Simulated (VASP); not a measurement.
Data:

```
CELL_PARAMETERS angstrom
      4.02888     0.00000     0.00000
      0.00000     4.02888     0.00000
      0.00000     0.00000     4.02888
ATOMIC_POSITIONS crystal
  K  0.00000 0.00000 0.00000
  Ta 0.50000 0.50000 0.50000
  O  0.50000 0.00000 0.50000
  O  0.00000 0.50000 0.50000
  O  0.50000 0.50000 0.00000
```

Level of theory: PBE GGA, VASP's PBE PAW potentials (set 64) (plane waves; VASP 6.6.1). Run with 520 eV cut-off, 6×6×6 Γ-centred mesh, tetrahedra with Blöchl corrections, potentials K_sv Ta_pv O.

The cores are frozen, which limits the accuracy of field gradients.

**Question.** Give the principal components of the electric field gradient (V/Å²) and the asymmetry η at each nucleus.

**Answer.** 
```json
[
 {"atom": "K1", "Vxx": "0.0", "Vyy": "0.0", "Vzz": "0.0", "η": "-"},
 {"atom": "Ta2", "Vxx": "0.0", "Vyy": "0.0", "Vzz": "0.0", "η": "-"},
 {"atom": "O3", "Vxx": "-12.2", "Vyy": "-12.2", "Vzz": "24.4", "η": "0.00"},
 {"atom": "O4", "Vxx": "-12.2", "Vyy": "-12.2", "Vzz": "24.4", "η": "0.00"},
 {"atom": "O5", "Vxx": "-12.2", "Vyy": "-12.2", "Vzz": "24.4", "η": "0.00"}
]
```

The compound is KTaO3 in the cubic perovskite structure. It was relaxed first.
